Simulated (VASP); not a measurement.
An input for Quantum ESPRESSO's pw.x (written as the equivalent of a VASP run, and not itself run):

```
&CONTROL
  calculation = 'vc-relax'
  pseudo_dir = './pseudo'
  outdir = './out'
  tprnfor = .true.
  tstress = .true.
  nstep = 40
  forc_conv_thr = 0.00078
/
&SYSTEM
  ibrav = 0
  nat = 1
  ntyp = 1
  ecutwfc = 74
  occupations = 'smearing'
  smearing = 'methfessel-paxton'
  degauss = 0.00735
  input_dft = 'pbe'
/
&ELECTRONS
  conv_thr = 7.3e-08
  electron_maxstep = 100
/
&IONS
/
&CELL
/
ATOMIC_SPECIES
  W 183.840 W.upf
CELL_PARAMETERS angstrom
    -1.5921827    1.5921827    1.5921827
     1.5921827   -1.5921827    1.5921827
     1.5921827    1.5921827   -1.5921827
ATOMIC_POSITIONS crystal
  W    0.0000000  0.0000000  0.0000000
K_POINTS automatic
  16 16 16 0 0 0
```

Write the VASP files for the same calculation (PBE).

Several could match; the one computed here: 
POSCAR:
```
W
1
   -1.5921827038     1.5921827038     1.5921827038
    1.5921827038    -1.5921827038     1.5921827038
    1.5921827038     1.5921827038    -1.5921827038
W
1
Direct
  0.0000000000   0.0000000000   0.0000000000
```

INCAR:
```
LREAL=F   ! projection in real space or not
EDIFF=1E-6   ! SCF stop (eV)
SYSTEM=W
LWAVE=F
EDIFFG=-0.02
GGA=PE
IBRION=2   ! conjugate gradients
LASPH=T
NELM=100
ENCUT=500
LCHARG=F
SIGMA=0.1   ! width (eV)
ALGO=Normal
LMAXMIX=6
PREC=Accurate
NSW=40   ! most ionic steps
ISIF=3   ! ions, shape and volume
ISMEAR=1   ! Methfessel-Paxton
```

**KPOINTS**
```
kpoints
0
G
16 16 16
0 0 0
```

POTCAR, in this order: W_sv (PBE.64 set). Program: vasp_std.

What does not carry over: the potentials are each code's own (VASP's PAW set, PseudoDojo norm-conserving files in pw.x), so ENCUT and ecutwfc are chosen apart and not converted; conv_thr bounds pw.x's estimated SCF error, while EDIFF bounds the energy change between steps; forc_conv_thr acts on force components and is met together with etot_conv_thr.

The compound is W in the bcc structure. It was relaxed first.
